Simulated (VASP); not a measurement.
Input:

```
CELL_PARAMETERS angstrom
      1.84316    -3.19244     0.00000
      1.84316     3.19244     0.00000
      0.00000     0.00000     6.34084
ATOMIC_POSITIONS crystal
  Zr 0.00000 0.00000 0.00000
  S  0.33333 0.66667 0.22838
  S  0.66667 0.33333 0.77162
```

All values below come from PBE GGA, VASP's PBE PAW potentials (set 64) (plane waves; VASP). Numerical set-up: 400 eV cut-off, 12×12×7 Γ-centred mesh, Gaussian smearing of 0.010 eV, potentials Zr_sv S.

Without a dispersion term in the relaxation, distances and binding between the weakly bound layers, chains or molecules are unreliable, and so is what depends on them.

### Question
What does the run give for the energy per atom (σ→0)?

### Answer

energy per atom (σ→0): -7.146 eV/atom

The absolute energy has meaning only against runs of the same code, potentials and settings.

The compound is ZrS2 in the 1T layered structure. It was relaxed first, which changed the volume by +11 %.
